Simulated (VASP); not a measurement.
```
CELL_PARAMETERS angstrom
     -3.15919     3.15919     3.15919
      3.15919    -3.15919     3.15919
      3.15919     3.15919    -3.15919
ATOMIC_POSITIONS crystal
  Cs 0.00000 0.00000 0.00000
```

Calculation: revTPSS meta-GGA, VASP's PBE PAW potentials (set 64) (plane waves; VASP). Settings: 520 eV cut-off, 8×8×8 Γ-centred mesh, first-order Methfessel-Paxton smearing of 0.10 eV, potentials Cs_sv.

Unless said otherwise, spin-orbit coupling is left out, though it shifts the bands of the heavy elements here.

Question: Estimate the energy per atom (σ→0), band gap (on the k-mesh) with the smallest direct gap where there is one.

Answer: 
The band gap (on the k-mesh) is none (metal, semimetal or under 0.01 eV) and the energy per atom (σ→0) is 20.695 eV/atom.

Only differences to runs with the same potentials and settings are physical.

The compound is Cs in the bcc structure. This cell is one point of a volume scan, at 1.06 of the reference volume.
